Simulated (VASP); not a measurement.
## Sr2NiWO6: structure and properties in VASP

Wanted: the relaxed cell of Sr2NiWO6 and its properties. The steps: first try, relaxing cell and atoms (r2SCAN), single point with fields (r2SCAN), bands along the symmetry lines (r2SCAN), density of states (r2SCAN), volume scan with r2SCAN, fit for r2SCAN and zone-centre phonons (r2SCAN). The start is a cell from a database of measured crystal structures.

Calculated with VASP 6.6.1; r2SCAN, spin-polarised from a ferromagnetic start (one magnetic atom a cell); plane waves and PAW (Sr_sv, Ni, W, O), in the first sound run; inputs show where later runs differ.

Most raw output is cut from this account.

## (1) Starting point

It takes space group I4/m (No. 87, tetragonal). The conventional cell has a = 5.557 Å, b = 5.557 Å, c = 7.913 Å, α = 90.00°, β = 90.00°, γ = 90.00°. Nearest to Sr lie 12 O at 2.62 to 2.97 Å. Nearest to Ni lie 6 O at 2.02 to 2.04 Å. Nearest to W lie 6 O at 1.92 to 1.94 Å. Nearest to O lie 1 W at 1.92 Å and 1 Ni at 2.04 Å and 4 Sr at 2.62 to 2.97 Å. O has 1 W at 1.94 Å and 1 Ni at 2.02 Å and 4 Sr at 2.78 Å nearest. Farther neighbours and most contacts between anions are not listed.

## (2) First try

This run is made with a changed input; what comes of it follows.

File INCAR:

```
SYSTEM = Sr2NiWO6
PREC = Accurate
ENCUT = 520
EDIFF = 1E-06
NELM = 97
ISMEAR = 0
SIGMA = 0.05
LREAL = .FALSE.
ALGO = Normal
METAGGA = R2SCAN
LASPH = .TRUE.
NBANDS = 52
ISPIN = 2
MAGMOM = 0 0 1 0 0 0 0 0 0 0
LMAXMIX = 4
LORBIT = 11
LWAVE = .FALSE.
LCHARG = .FALSE.
KPAR = 8
IBRION = 2
NSW = 30
ISIF = 3
EDIFFG = -0.01
NUPDOWN = 40
```

File POSCAR:

```
Sr2NiWO6
1.0
   -2.7785500000      2.7785500000      3.9565500000
    2.7785500000     -2.7785500000      3.9565500000
    2.7785500000      2.7785500000     -3.9565500000
Sr Ni W O
2 1 1 6
Direct
    0.7500000000      0.2500000000      0.5000000000
    0.2500000000      0.7500000000      0.5000000000
    0.0000000000      0.0000000000      0.0000000000
    0.5000000000      0.5000000000      0.0000000000
    0.2270000000      0.2890000000      0.5160000000
    0.2890000000      0.7730000000      0.0620000000
    0.7730000000      0.7110000000      0.4840000000
    0.7110000000      0.2270000000      0.9380000000
    0.2550000000      0.2550000000      0.0000000000
    0.7450000000      0.7450000000      0.0000000000
```

File KPOINTS:

```
Automatic mesh
0
Gamma
6 6 6
0 0 0
```

PAW data sets: Sr_sv, Ni, W and O (PBE family, release 64).

Command:

```console
$ mpirun -np 8 vasp_std
```

Elapsed: 4.6 min, on 8 MPI ranks of Intel Xeon Platinum 8259CL at 2.50GHz (Skylake/Cascade Lake), shared host.

The run was cut off at its time limit.

The fault in the input: moment fixed beyond the electrons or bands at hand (ISPIN = 2 and NUPDOWN = 40). NUPDOWN must fit the electron count, and NBANDS must hold the larger spin.

## (3) Relaxing cell and atoms (r2SCAN)

The start need not lie at this functional's minimum. ISIF = 3 frees volume, shape and positions, and EDIFFG sets the threshold on forces and stress at which the search stops.

INCAR, as its differences from that of step 2:

```diff
@@ -4,3 +4,3 @@
 EDIFF = 1E-06
-NELM = 97
+NELM = 100
 ISMEAR = 0
@@ -20,5 +20,4 @@
 IBRION = 2
-NSW = 30
+NSW = 60
 ISIF = 3
 EDIFFG = -0.01
-NUPDOWN = 40
```

POSCAR is that of step 2.

KPOINTS is that of step 2.

Command:

```console
$ mpirun -np 8 vasp_std
```

Run time: 66 min. Hardware: 8 MPI ranks; peak memory 5 GiB; 8 h of CPU time.

The magnetic state follows from one typed start and may not be the lowest. Experiment finds antiferromagnetic order in this phase (a transition is listed at 56 K, arxiv:2303.14370), so this ferromagnetic run describes another state. The gap is read on the k-mesh alone, so it is an upper bound where the band edges lie off the mesh, and a coarse mesh can show a gap where there is none. The valence top and the conduction bottom belong to opposite spins. The PAW data sets were made with PBE, which is usual practice but a small mismatch for other functionals. The data set W keeps the semicore shell frozen, which is cheaper and a little less accurate. The run keeps the 8 symmetry operations of its start, so it cannot find a distortion of lower symmetry.

Relaxation path:

```csv
step,energy less that of the first step (eV),largest force (eV/Å),pressure (GPa),volume (Å³)
1,0.0000,0.5409,-0.20,122.18
2,-0.0038,0.3364,1.36,121.92
3,-0.0087,0.1043,0.66,122.03
4,-0.0096,0.0804,-0.60,122.80
5,-0.0104,0.0162,-0.08,122.48
6,-0.0110,0.0197,-0.08,122.49
7,-0.0112,0.0307,-0.08,122.50
8,-0.0114,0.0195,0.04,122.39
9,-0.0114,0.0204,0.01,122.37
10,-0.0114,0.0239,0.09,122.34
11,-0.0114,0.0234,0.10,122.36
12,-0.0115,0.0359,-0.05,122.40
13,-0.0115,0.0490,-0.13,122.43
14,-0.0116,0.0446,-0.10,122.43
15,-0.0118,0.0327,-0.05,122.41
16,-0.0120,0.0178,0.02,122.39
17,-0.0119,0.0491,0.18,122.33
18,-0.0120,0.0325,0.09,122.36
19,-0.0120,0.0280,0.07,122.37
20,-0.0121,0.0124,0.00,122.40
21,-0.0121,0.0048,-0.05,122.42
```

```csv
"conventional cell, symmetrised",before,after,change
a (Å),5.557,5.550,-0.1 %
b (Å),5.557,5.550,-0.1 %
c (Å),7.913,7.949,+0.4 %
volume (Å³/atom),12.22,12.24,+0.2 %
```

The atoms that moved most (Å, as changes of fractional coordinates times the final cell):

```csv
atom,dx,dy,dz,length
O9,0.000,0.000,0.024,0.024
O10,0.000,0.000,-0.024,0.024
O5,0.014,-0.016,0.000,0.021
O7,-0.014,0.016,0.000,0.021
O6,0.016,0.014,0.000,0.021
O8,-0.016,-0.014,0.000,0.021
```

The relaxed structure:

```cif
data_structure
_symmetry_space_group_name_H-M 'P 1'
_symmetry_Int_Tables_number 1
_cell_length_a 5.5854
_cell_length_b 5.5854
_cell_length_c 5.5854
_cell_angle_alpha 120.418
_cell_angle_beta 120.418
_cell_angle_gamma 89.278
_cell_volume 122.42
loop_
_atom_site_label
_atom_site_type_symbol
_atom_site_fract_x
_atom_site_fract_y
_atom_site_fract_z
_atom_site_occupancy
Sr1 Sr 0.75000 0.25000 0.50000 1
Sr2 Sr 0.25000 0.75000 0.50000 1
Ni3 Ni 0.00000 0.00000 0.00000 1
W4 W 0.50000 0.50000 0.00000 1
O5 O 0.22414 0.29143 0.51557 1
O6 O 0.29143 0.77586 0.06730 1
O7 O 0.77586 0.70857 0.48443 1
O8 O 0.70857 0.22414 0.93270 1
O9 O 0.25801 0.25801 0.00000 1
O10 O 0.74199 0.74199 0.00000 1
```

This step gave:

```
electrons                                         : 72
bands                                             : 52
irreducible k-points                              : 36
symmetry operations                               : 8
free energy (TOTEN)                               : -155.6233 eV
Fermi energy                                      : 3.953 eV
pressure                                          : -0.05188 GPa
moment of the cell, from the last line of the log : 2 μB
metallic, judged on the points sampled            : no
valence top at k                                  : 0.5, 0, 0
conduction bottom at k                            : 0.5, 0.5, 0.5
least direct gap at k                             : 0.5, 0.5, 0.5
SCF cycles over all ionic steps                   : 137
gap on the k-mesh                                 : 2.178 eV
least direct gap on the k-mesh                    : 2.317 eV
```

Spin moment in the PAW sphere by atom:

```csv
atom,spin moment in the PAW sphere (μB)
Sr1,0.00
Sr2,0.00
Ni3,1.69
W4,0.06
O5,0.05
O6,0.05
O7,0.05
O8,0.05
O9,0.04
O10,0.04
```

It ends with a largest force of 0.005 eV/Å and a pressure of -0.05 GPa. The volume lies +0.2 % from that of the database's start.

## (4) Single point with fields (r2SCAN)

The relaxed cell gets a fresh self-consistent run, on a basis set for its own volume, to fix the density and to check the remaining stress.

INCAR, as its differences from that of step 3:

```diff
@@ -17,7 +17,5 @@
 LWAVE = .FALSE.
-LCHARG = .FALSE.
-KPAR = 8
-IBRION = 2
-NSW = 60
-ISIF = 3
-EDIFFG = -0.01
+LCHARG = .TRUE.
+ISIF = 2
+LELF = .TRUE.
+LVHAR = .TRUE.
```

File POSCAR:

```
Sr2NiWO6
1.0
   -2.7750362826      2.7750388521      3.9742880162
    2.7750362826     -2.7750388521      3.9742880162
    2.7750388521      2.7750362826     -3.9742880162
Sr Ni W O
2 1 1 6
Direct
    0.7500000000      0.2500000000      0.5000000000
    0.2500000000      0.7500000000      0.5000000000
    0.0000000000      0.0000000000      0.0000000000
    0.5000000000      0.5000000000      0.0000000000
    0.2241369928      0.2914338586      0.5155708514
    0.2914338586      0.7758630072      0.0672968658
    0.7758630072      0.7085661414      0.4844291486
    0.7085661414      0.2241369928      0.9327031342
    0.2580131857      0.2580131857      0.0000000000
    0.7419868143      0.7419868143      0.0000000000
```

KPOINTS is that of step 3.

Command:

```console
$ mpirun -np 8 vasp_std
```

Elapsed: 5.1 min, on 8 MPI ranks; peak memory 1.9 GiB.

With spin, VASP writes an ELF for each channel.

This step gave:

```
SCF cycles                     : 16
bands                          : 56
free energy (TOTEN)            : -155.6236 eV
Fermi energy                   : 4.084 eV
pressure                       : -0.04599 GPa
least direct gap on the k-mesh : 2.318 eV
```

Valence electrons inside each PAW sphere by angular momentum. Sphere charges, by row:

```csv
atom,s (e),p (e),d (e),tot (e)
Sr1,1.997,5.882,0.185,8.065
Sr2,1.997,5.882,0.185,8.065
Ni3,0.333,0.452,8.135,8.919
W4,0.72,1.165,4.111,5.997
O5,1.566,3.515,0,5.081
O6,1.566,3.515,0,5.081
O7,1.566,3.515,0,5.081
O8,1.566,3.515,0,5.081
O9,1.565,3.509,0,5.074
O10,1.565,3.509,0,5.074
```

Spin density in the ac plane of the conventional cell at fractional y = 0.000, with atoms of Sr and Ni and W and O within 0.2 Å of it.

Values in e/Å³, 21 rows by 15 columns, each cell a mean:
```
2.2 0.6 0.0 0.0 0.0 0.0 0.0 0.0 0.0 0.0 0.0 0.0 0.0 0.2 1.5
0.8 0.1 0.0 0.0 0.0 0.0 0.0 0.0 0.0 0.0 0.0 0.0 0.0 0.0 0.5
0.1 0.0 0.0 0.0 0.0 0.0 0.0 0.0 0.0 0.0 0.0 0.0 0.0 0.0 0.0
0.0 0.0 0.0 0.0 0.0 0.0 0.0 0.0 0.0 0.0 0.0 0.0 0.0 0.0 0.0
0.1 0.0 0.0 0.0 0.0 0.0 0.0 0.0 0.0 0.0 0.0 0.0 0.0 0.0 0.1
0.1 0.0 0.0 0.0 0.0 0.0 0.0 0.0 0.0 0.0 0.0 0.0 0.0 0.0 0.0
0.0 0.0 0.0 0.0 0.0 0.0 0.0 0.0 0.0 0.0 0.0 0.0 0.0 0.0 0.0
0.0 0.0 0.0 0.0 0.0 0.0 0.0 0.0 0.0 0.0 0.0 0.0 0.0 0.0 0.0
0.0 0.0 0.0 0.0 0.0 0.0 0.0 0.0 0.0 0.0 0.0 0.0 0.0 0.0 0.0
0.0 0.0 0.0 0.0 0.0 0.0 0.0 0.0 0.0 0.0 0.0 0.0 0.0 0.0 0.0
0.0 0.0 0.0 0.0 0.0 0.0 0.0 0.0 0.0 0.0 0.0 0.0 0.0 0.0 0.0
0.0 0.0 0.0 0.0 0.0 0.0 0.0 0.0 0.0 0.0 0.0 0.0 0.0 0.0 0.0
0.0 0.0 0.0 0.0 0.0 0.0 0.0 0.0 0.0 0.0 0.0 0.0 0.0 0.0 0.0
0.0 0.0 0.0 0.0 0.0 0.0 0.0 0.0 0.0 0.0 0.0 0.0 0.0 0.0 0.0
0.1 0.0 0.0 0.0 0.0 0.0 0.0 0.0 0.0 0.0 0.0 0.0 0.0 0.0 0.0
0.1 0.0 0.0 0.0 0.0 0.0 0.0 0.0 0.0 0.0 0.0 0.0 0.0 0.0 0.1
0.1 0.0 0.0 0.0 0.0 0.0 0.0 0.0 0.0 0.0 0.0 0.0 0.0 0.0 0.1
0.0 0.0 0.0 0.0 0.0 0.0 0.0 0.0 0.0 0.0 0.0 0.0 0.0 0.0 0.0
0.2 0.0 0.0 0.0 0.0 0.0 0.0 0.0 0.0 0.0 0.0 0.0 0.0 0.0 0.1
1.4 0.2 0.0 0.0 0.0 0.0 0.0 0.0 0.0 0.0 0.0 0.0 0.0 0.0 0.9
2.7 0.9 0.1 0.0 0.0 0.0 0.0 0.0 0.0 0.0 0.0 0.0 0.0 0.4 2.0
```
Columns run along a (5.6 Å), rows up along c (7.9 Å), edges of the conventional cell, whose origin can differ from the input's. Atoms in or near the plane, at fractional coordinates: Sr at (0.50, 0.75), Sr at (0.50, 0.25), Ni at (0.00, 0.00), W at (0.00, 0.50), O at (0.00, 0.26), O at (0.00, 0.74).

Electrostatic potential energy in the ac plane of the conventional cell at fractional y = 0.000, with atoms of Sr and Ni and W and O within 0.2 Å of it. With pseudopotentials it is smooth inside the atoms' cores, unlike the true potential.

Ten even steps from '_' (-52 eV) to '@' (4 eV), each cell a mean:
```
__::##@@@@@@@@@@@@@@@@@@%%==__
--**%%@@@@@@@@@@@@@@@@@@@@##==
%%@@@@@@@@%%%%####%%@@@@@@@@%%
##@@@@@@@@##**++**##%%@@@@@@##
__==@@@@%%##++====**##@@@@##..
__--@@@@%%##++====**##@@@@##__
--##@@@@%%##**++**##%%@@@@%%==
##%%%%@@@@%%######%%@@@@@@%%##
++++##@@@@@@@@%%@@@@@@@@%%**++
--==**%%@@@@@@@@@@@@@@@@##++--
::--**%%@@@@@@@@@@@@@@@@##==--
--==**%%@@@@@@@@@@@@@@@@##++==
****%%@@@@@@%%%%%%@@@@@@%%##**
**%%@@@@@@%%##**####%%@@@@%%##
__++@@@@%%##**++++**%%@@@@%%::
__--@@@@%%##++====**##@@@@##__
::**@@@@%%##++==++**%%@@@@%%==
%%@@@@@@@@%%##****##%%@@@@@@@@
##%%@@@@@@@@%%%%%%%%@@@@@@%%##
..==%%@@@@@@@@@@@@@@@@@@@@**::
__..##@@@@@@@@@@@@@@@@@@%%--__
```
Columns run along a (5.6 Å; values clipped at the 3rd and 97th percentile), rows up along c (7.9 Å), edges of the conventional cell, whose origin can differ from the input's. Atoms in or near the plane, at fractional coordinates: Sr at (0.50, 0.75), Sr at (0.50, 0.25), Ni at (0.00, 0.00), W at (0.00, 0.50), O at (0.00, 0.26), O at (0.00, 0.74).

ELF of up spins in the ac plane of the conventional cell at fractional y = 0.000, with atoms of Sr and Ni and W and O within 0.2 Å of it. It is the smooth field of the valence electrons, not physical close to the nuclei.

Ten even steps from '0' (0.00) to '9' (0.82), each cell a mean:
```
001111000111110
111000111000111
221002687400022
885117999940378
898239968961598
698239968961698
996117999940489
653102687410246
211110121011111
001221000122100
001222100122100
001121000012100
421101343101123
874104899610368
897228989951598
698239967961698
997129989950499
653005999720146
111001354200011
011010000000110
001111000111110
```
Columns run along a (5.6 Å), rows up along c (7.9 Å), edges of the conventional cell, whose origin can differ from the input's. Atoms in or near the plane, at fractional coordinates: Sr at (0.50, 0.75), Sr at (0.50, 0.25), Ni at (0.00, 0.00), W at (0.00, 0.50), O at (0.00, 0.26), O at (0.00, 0.74).

In this run the pressure is -0.05 GPa, small enough to go on; single stress components reach 0.10 GPa.

## (5) Bands along the symmetry lines (r2SCAN)

This step: r2SCAN, spin-polarised from a ferromagnetic start; plane waves and PAW (Sr_sv, Ni, W, O) (VASP 6.6.1).

Levels along the symmetry lines show where the bands peak and cross; KPOINTS_OPT computes them in the converged potential.

File INCAR:

```
SYSTEM = Sr2NiWO6
PREC = Accurate
ENCUT = 520
EDIFF = 1E-06
NELM = 100
ISMEAR = 0
SIGMA = 0.05
LREAL = .FALSE.
ALGO = Normal
METAGGA = R2SCAN
LASPH = .TRUE.
NBANDS = 67
ISPIN = 2
MAGMOM = -0.002 -0.002 1.685 0.064 0.046 0.046 0.046 0.046 0.045 0.045
LMAXMIX = 4
LORBIT = 11
LWAVE = .FALSE.
LCHARG = .FALSE.
KPAR = 8
```

POSCAR is that of step 4.

KPOINTS is that of step 4.

File KPOINTS_OPT:

```
Line mode
12
Line-mode
Reciprocal
  0.00000000   0.00000000   0.00000000 GAMMA
  0.50000000  -0.50000000   0.00000000 X

  0.50000000  -0.50000000   0.00000000 X
  0.50000000  -0.50000000   0.24377494 Y

  0.50000000  -0.50000000   0.24377494 Y
  0.37188747  -0.37188747   0.37188747 S

  0.37188747  -0.37188747   0.37188747 S
  0.00000000   0.00000000   0.00000000 GAMMA

  0.00000000   0.00000000   0.00000000 GAMMA
  0.50000000   0.50000000  -0.50000000 Z

  0.50000000   0.50000000  -0.50000000 Z
  0.62811253   0.37188747  -0.37188747 S1

  0.62811253   0.37188747  -0.37188747 S1
  0.50000000   0.00000000   0.00000000 N

  0.50000000   0.00000000   0.00000000 N
  0.75000000  -0.25000000  -0.25000000 P

  0.75000000  -0.25000000  -0.25000000 P
  0.75622506   0.24377494  -0.50000000 Y1

  0.75622506   0.24377494  -0.50000000 Y1
  0.50000000   0.50000000  -0.50000000 Z

  0.50000000  -0.50000000   0.00000000 X
  0.75000000  -0.25000000  -0.25000000 P
```

Command:

```console
$ mpirun -np 8 vasp_std
```

The job ended after 17 min (8 MPI ranks; peak memory 7.6 GiB; 2.1 h of CPU time).

Spin-orbit coupling is off here; it can split and shift levels that hold much weight on W by tenths of an eV or more.

Numbers from this step:

```
SCF cycles                        : 17
bands                             : 67
Fermi energy                      : 4.044 eV
pressure                          : -0.04293 GPa
least gap on mesh and path        : 2.178 eV
least direct gap on mesh and path : 2.317 eV
```

Spin up. The electronic bands at the labelled points (eV, zero at the valence-band top; v1 is the highest filled band, c1 the lowest empty one):

```csv
point,v4,v3,v2,v1,c1,c2,c3,c4
Γ,-1.46,-1.07,-0.97,-0.97,2.80,2.80,2.90,5.17
0.45 of the way,-1.08,-0.97,-0.95,-0.49,2.72,3.03,3.09,5.94
X,-1.38,-1.04,-0.80,-0.56,2.63,3.38,3.45,6.14
0.55 of the way,-1.14,-1.03,-0.81,-0.57,2.71,3.25,3.45,6.36
Y,-1.07,-0.96,-0.81,-0.54,2.94,3.00,3.45,6.61
0.45 of the way,-0.99,-0.97,-0.83,-0.55,2.87,3.09,3.43,6.56
S,-1.03,-0.89,-0.86,-0.59,2.80,3.26,3.33,6.51
0.55 of the way,-1.14,-1.08,-1.06,-0.24,2.83,2.94,2.96,6.06
Γ,-1.46,-1.07,-0.97,-0.97,2.80,2.80,2.90,5.17
0.55 of the way,-1.32,-0.95,-0.95,-0.37,2.78,3.12,3.12,6.04
Z,-1.53,-0.93,-0.80,-0.80,2.70,3.47,3.47,6.03
0.45 of the way,-1.21,-0.96,-0.82,-0.81,2.73,3.42,3.44,6.14
S1,-1.03,-0.89,-0.86,-0.59,2.80,3.26,3.33,6.51
0.55 of the way,-1.10,-1.01,-0.40,-0.14,2.85,3.00,3.10,7.08
N,-1.23,-1.14,-0.05,0.00,2.78,2.88,3.02,7.13
0.55 of the way,-1.11,-0.94,-0.48,-0.32,2.91,2.94,3.25,6.98
P,-1.04,-1.04,-0.64,-0.57,2.97,2.97,3.42,6.72
0.45 of the way,-1.17,-0.88,-0.73,-0.54,2.74,3.26,3.32,6.56
Y1,-1.07,-0.96,-0.81,-0.54,2.94,3.00,3.45,6.61
0.45 of the way,-1.02,-0.89,-0.85,-0.81,2.79,3.26,3.46,6.32
Z,-1.53,-0.93,-0.80,-0.80,2.70,3.47,3.47,6.03
jump to X,-1.38,-1.04,-0.80,-0.56,2.63,3.38,3.45,6.14
0.55 of the way,-1.14,-0.91,-0.88,-0.57,2.73,3.27,3.40,6.42
P,-1.04,-1.04,-0.64,-0.57,2.97,2.97,3.42,6.72
```

Of the projections kept (Sr, Ni, W, O), the largest for each band there, as a share of the weight inside these atoms' spheres; weight between the spheres isn't counted:

```csv
point,v4,v3,v2,v1,c1,c2,c3,c4
Γ,O 0.95,O 0.76,O 0.94,O 0.94,W 0.69,W 0.69,W 0.69,Sr 0.93
X,Ni 0.72,O 0.97,Ni 0.61,Ni 0.54,W 0.77,W 0.68,W 0.69,W 0.49
Y,Ni 0.49,Ni 0.50,Ni 0.62,Ni 0.47,W 0.74,W 0.72,W 0.69,W 0.46
S,Ni 0.48,Ni 0.60,Ni 0.60,O 0.47,W 0.75,W 0.71,W 0.70,W 0.47
Γ,O 0.95,O 0.76,O 0.94,O 0.94,W 0.69,W 0.69,W 0.69,Sr 0.93
Z,Ni 0.51,O 0.70,Ni 0.62,Ni 0.62,W 0.76,W 0.69,W 0.69,W 0.49
```

Spin down. Electronic bands along the path, in eV, zero at the valence-band top; v1 is the highest filled band, c1 the lowest empty one:

```csv
point,v4,v3,v2,v1,c1,c2,c3,c4
Γ,-1.21,-1.03,-0.79,-0.79,2.24,2.51,2.88,2.88
0.45 of the way,-1.00,-0.96,-0.41,-0.39,2.44,2.79,2.94,3.06
X,-1.04,-0.97,-0.14,-0.13,2.45,2.70,2.88,3.47
0.55 of the way,-1.11,-0.74,-0.20,-0.14,2.61,2.76,2.92,3.38
Y,-1.46,-0.44,-0.37,-0.15,2.62,2.91,2.96,3.26
0.45 of the way,-1.29,-0.52,-0.32,-0.16,2.61,2.87,3.11,3.21
S,-1.18,-0.61,-0.23,-0.20,2.58,2.84,3.21,3.28
0.55 of the way,-1.14,-0.58,-0.58,-0.51,2.68,2.85,2.88,2.98
Γ,-1.21,-1.03,-0.79,-0.79,2.24,2.51,2.88,2.88
0.55 of the way,-1.11,-1.02,-0.33,-0.33,2.21,3.14,3.15,3.15
Z,-1.06,-1.00,-0.14,-0.14,2.18,2.83,3.08,3.49
0.45 of the way,-1.08,-0.85,-0.16,-0.15,2.28,2.83,3.11,3.44
S1,-1.18,-0.61,-0.23,-0.20,2.58,2.84,3.21,3.28
0.55 of the way,-1.34,-0.48,-0.38,-0.33,2.82,2.98,3.11,3.19
N,-1.35,-0.53,-0.45,-0.38,2.80,2.89,3.04,3.38
0.55 of the way,-1.50,-0.45,-0.43,-0.21,2.87,2.93,3.04,3.10
P,-1.54,-0.42,-0.42,-0.13,2.79,2.85,2.99,2.99
0.45 of the way,-1.18,-0.67,-0.22,-0.17,2.76,2.78,2.94,3.29
Y1,-1.46,-0.44,-0.37,-0.15,2.62,2.91,2.96,3.26
0.45 of the way,-1.15,-0.67,-0.23,-0.14,2.41,2.85,3.16,3.28
Z,-1.06,-1.00,-0.14,-0.14,2.18,2.83,3.08,3.49
jump to X,-1.04,-0.97,-0.14,-0.13,2.45,2.70,2.88,3.47
0.55 of the way,-1.14,-0.72,-0.22,-0.13,2.65,2.77,2.87,3.29
P,-1.54,-0.42,-0.42,-0.13,2.79,2.85,2.99,2.99
```

Of the projections kept (Sr, Ni, W, O), the largest for each band there, as a share of the weight inside these atoms' spheres; weight between the spheres isn't counted:

```csv
point,v4,v3,v2,v1,c1,c2,c3,c4
Γ,O 0.95,Ni 0.91,O 0.60,O 0.60,Ni 0.67,Ni 0.85,W 0.66,W 0.66
X,Ni 0.89,O 0.94,Ni 0.74,Ni 0.74,Ni 0.81,W 0.74,Ni 0.82,W 0.69
Y,O 0.87,Ni 0.77,Ni 0.76,Ni 0.75,Ni 0.64,Ni 0.71,W 0.73,W 0.40
S,O 0.95,Ni 0.83,Ni 0.75,Ni 0.75,W 0.48,Ni 0.85,Ni 0.54,W 0.71
Γ,O 0.95,Ni 0.91,O 0.60,O 0.60,Ni 0.67,Ni 0.85,W 0.66,W 0.66
Z,O 0.95,Ni 0.92,Ni 0.74,Ni 0.74,Ni 0.58,Ni 0.86,W 0.46,W 0.69
```

The path finds the gap of the mesh within 0.02 eV, so the mesh comes close to both band edges.

(Continued in part 2 of 2.)

[Lines on the potential files, build, host, timing and source positions are cut from VASP's logs without a mark.]

[Logs are printed without paths, hosts, clocks, repeated set-up lines and the standing remarks that a program may print on its own settings, such as how far it seeks lower states.]

[Hosts, paths, dates, database ids (printed as entryN), source tags and the programs' standing remarks are cut or masked in the printed files.]

[A measured line is paired with the nearest computed mode of its activity, which favours agreement.]

[In band tables of VASP the shares of atoms and orbitals are scaled to a sum of 1 inside the atoms' spheres.]
